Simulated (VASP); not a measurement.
All values below come from PBE GGA, VASP's PBE PAW potentials (set 64) (plane waves; VASP).

VASP input:

File POSCAR:
```
Si
1
    0.0000000000     2.7698100000     2.7698100000
    2.7698100000     0.0000000000     2.7698100000
    2.7698100000     2.7698100000     0.0000000000
Si
2
Direct
  0.0000000000   0.0000000000   0.0000000000
  0.2500000000   0.2500000000   0.2500000000
```

### INCAR
```
ALGO=Normal
AMIX=0.2
BMIX=1.0
EDIFF=1E-6
ENCUT=400
GGA=PE
IMIX=1
ISIF=2
ISMEAR=0
LASPH=.TRUE.
LCHARG=.FALSE.
LREAL=.FALSE.
LWAVE=.FALSE.
NELM=100
PREC=Accurate
SIGMA=0.05
SYSTEM=Si
```

File KPOINTS:
```
K-points
0
Gamma
  8 8 8
```

POTCAR, in this order: Si (PBE.64 set). Program: vasp_std.

The run wrote:

File OUTCAR:
```
 ion  position               nearest neighbor table
   1  0.000  0.000  0.000-   2 2.40   2 2.40   2 2.40   2 2.40
   2  0.250  0.250  0.250-   1 2.40   1 2.40   1 2.40   1 2.40
  LATTYP: Found a face centered cubic cell.
 ALAT       =     5.5396200000
 Subroutine PRICEL returns:
 Original cell was already a primitive cell.
 Subroutine GETGRP returns: Found 48 space group operations
The static configuration has the point symmetry T_d .
 The point group associated with its full space group is O_h .
The dynamic configuration has the point symmetry T_d .
 Subroutine INISYM returns: Found 48 space group operations
 Subroutine IBZKPT returns following result:
 Found     29 irreducible k-points:

 Following reciprocal coordinates:
            Coordinates               Weight
  0.000000  0.000000  0.000000      1.000000
  0.125000  0.000000  0.000000      8.000000
  0.250000  0.000000  0.000000      8.000000
  0.375000  0.000000  0.000000      8.000000
  0.500000  0.000000  0.000000      4.000000
  0.125000  0.125000  0.000000      6.000000
  0.250000  0.125000  0.000000     24.000000
  0.375000  0.125000  0.000000     24.000000
  0.500000  0.125000  0.000000     24.000000
 -0.375000  0.125000  0.000000     24.000000
 -0.250000  0.125000  0.000000     24.000000
 -0.125000  0.125000  0.000000     12.000000
  0.250000  0.250000  0.000000      6.000000
  0.375000  0.250000  0.000000     24.000000
  0.500000  0.250000  0.000000     24.000000
 -0.375000  0.250000  0.000000     24.000000
 -0.250000  0.250000  0.000000     12.000000
  0.375000  0.375000  0.000000      6.000000
  0.500000  0.375000  0.000000     24.000000
 -0.375000  0.375000  0.000000     12.000000
  0.500000  0.500000  0.000000      3.000000
  0.375000  0.250000  0.125000     24.000000
  0.500000  0.250000  0.125000     48.000000
...
```

### OSZICAR
```
       N       E                     dE             d eps       ncg     rms          rms(c)
DAV:   1     0.423426343202E+01    0.42343E+01   -0.28882E+03   464   0.629E+02
DAV:   2    -0.107781684470E+02   -0.15012E+02   -0.14065E+02   688   0.736E+01
DAV:   3    -0.109767355796E+02   -0.19857E+00   -0.19857E+00   640   0.106E+01
DAV:   4    -0.109775940206E+02   -0.85844E-03   -0.85844E-03   712   0.739E-01
DAV:   5    -0.109775945692E+02   -0.54856E-06   -0.54853E-06   640   0.187E-02    0.451E+00
DAV:   6    -0.109213058415E+02    0.56289E-01   -0.15835E-02   568   0.654E-01    0.363E+00
DAV:   7    -0.108852359200E+02    0.36070E-01   -0.10258E-02   632   0.542E-01    0.292E+00
DAV:   8    -0.108627752095E+02    0.22461E-01   -0.62182E-03   600   0.433E-01    0.234E+00
DAV:   9    -0.108490336886E+02    0.13742E-01   -0.37861E-03   624   0.345E-01    0.187E+00
DAV:  10    -0.108407473619E+02    0.82863E-02   -0.23123E-03   592   0.276E-01    0.150E+00
DAV:  11    -0.108358187199E+02    0.49286E-02   -0.14134E-03   624   0.220E-01    0.119E+00
DAV:  12    -0.108329301778E+02    0.28885E-02   -0.87029E-04   592   0.178E-01    0.950E-01
DAV:  13    -0.108312673784E+02    0.16628E-02   -0.53945E-04   624   0.144E-01    0.757E-01
DAV:  14    -0.108303327222E+02    0.93466E-03   -0.33830E-04   592   0.117E-01    0.602E-01
DAV:  15    -0.108298248260E+02    0.50790E-03   -0.21359E-04   592   0.955E-02    0.479E-01
DAV:  16    -0.108295628862E+02    0.26194E-03   -0.13681E-04   576   0.783E-02    0.381E-01
DAV:  17    -0.108294395702E+02    0.12332E-03   -0.88407E-05   592   0.645E-02    0.303E-01
DAV:  18    -0.108293918890E+02    0.47681E-04   -0.57915E-05   560   0.530E-02    0.241E-01
DAV:  19    -0.108293835074E+02    0.83816E-05   -0.38338E-05   576   0.438E-02    0.191E-01
DAV:  20    -0.108293938763E+02   -0.10369E-04   -0.25658E-05   528   0.363E-02    0.152E-01
DAV:  21    -0.108294117364E+02   -0.17860E-04   -0.17380E-05   536   0.302E-02    0.121E-01
DAV:  22    -0.108294311993E+02   -0.19463E-04   -0.11925E-05   544   0.252E-02    0.960E-02
DAV:  23    -0.108294494097E+02   -0.18210E-04   -0.82074E-06   536   0.212E-02    0.764E-02
DAV:  24    -0.108294651957E+02   -0.15786E-04   -0.57418E-06   552   0.178E-02    0.608E-02
DAV:  25    -0.108294782676E+02   -0.13072E-04   -0.40082E-06   536   0.150E-02    0.485E-02
DAV:  26    -0.108294887670E+02   -0.10499E-04   -0.28408E-06   528   0.127E-02    0.387E-02
DAV:  27    -0.108294970203E+02   -0.82533E-05   -0.20083E-06   512   0.107E-02    0.309E-02
DAV:  28    -0.108295034039E+02   -0.63836E-05   -0.14364E-06   496   0.906E-03    0.248E-02
DAV:  29    -0.108295082805E+02   -0.48766E-05   -0.10251E-06   488   0.768E-03    0.199E-02
DAV:  30    -0.108295119678E+02   -0.36873E-05   -0.73026E-07   400   0.651E-03    0.160E-02
DAV:  31    -0.108295147330E+02   -0.27652E-05   -0.53814E-07   344   0.564E-03    0.129E-02
DAV:  32    -0.108295167927E+02   -0.20597E-05   -0.39383E-07   304   0.489E-03    0.104E-02
DAV:  33    -0.108295183182E+02   -0.15255E-05   -0.28191E-07   296   0.413E-03    0.840E-03
DAV:  34    -0.108295194416E+02   -0.11234E-05   -0.20272E-07   248   0.351E-03    0.681E-03
DAV:  35    -0.108295202646E+02   -0.82307E-06   -0.14593E-07   240   0.297E-03
   1 F= -.10829520E+02 E0= -.10829520E+02  d E =-.328437E-16
```

File OUTCAR:
```
------------------------ aborting loop because EDIFF is reached ----------------------------------------
  FORCE on cell =-STRESS in cart. coord.  units (eV):
  Direction    XX          YY          ZZ          XY          YZ          ZX
  --------------------------------------------------------------------------------------
  Total       -0.8379736     -0.8379736     -0.8379736      0.0000000     -0.0000000      0.0000000
  in kB      -31.5908248    -31.5908248    -31.5908248      0.0000000     -0.0000000      0.0000000
  external PRESSURE =     -31.5908248 kB  Pullay stress =       0.0000000 kB
  volume of cell :       42.50
      direct lattice vectors                 reciprocal lattice vectors
     0.000000000  2.769810000  2.769810000    -0.180517797  0.180517797  0.180517797
     2.769810000  0.000000000  2.769810000     0.180517797 -0.180517797  0.180517797
     2.769810000  2.769810000  0.000000000     0.180517797  0.180517797 -0.180517797
 POSITION                                       TOTAL-FORCE (eV/Angst)
 -----------------------------------------------------------------------------------
      0.00000      0.00000      0.00000        -0.000000     -0.000000     -0.000000
      1.38491      1.38491      1.38491         0.000000      0.000000      0.000000
 -----------------------------------------------------------------------------------
    total drift:                                0.000000      0.000000     -0.000000
  FREE ENERGIE OF THE ION-ELECTRON SYSTEM (eV)
  ---------------------------------------------------
  free  energy   TOTEN  =       -10.8295202646 eV

  energy  without entropy=      -10.8295202646  energy(sigma->0) =      -10.82952026
```
(Selected blocks of OUTCAR.)

The compound is Si in the diamond structure. The cell was not relaxed at this level. The run is one of a series of settings (AMIX = 0.2, BMIX = 1.0, IMIX = 1 against the base run), some of them coarse on purpose.
